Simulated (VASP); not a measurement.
Energy against volume of SiO$_{2}$ (rutile). Level of theory: vdW-DF-cx, VASP's PBE PAW potentials (set 64) (plane waves; VASP 6.6.1). Numerical set-up: 520 eV cut-off, 5×5×8 Γ-centred mesh, Gaussian smearing of 0.050 eV, potentials Si O.

Shape and ions are relaxed at each volume.

```tsv
V (Å³/atom)	E (eV/atom)
7.432	-6.41048
7.669	-6.43307
7.906	-6.44026
8.143	-6.43469
```

Task: Fit these four points and predict the energy of the run at 8.380 Å³/atom.

Result: A cubic in V^(−2/3), the third-order Birch-Murnaghan form, passes through the four points with V0 = 7.91 Å³/atom and B0 = 285 GPa, and gives -6.4185 eV/atom there. The run gave -6.4185 eV/atom, -0.0 meV/atom from the fit; all five points give B0 = 285 GPa.

The compound is SiO2 in the rutile structure, stishovite, a high-pressure form. It was relaxed first.
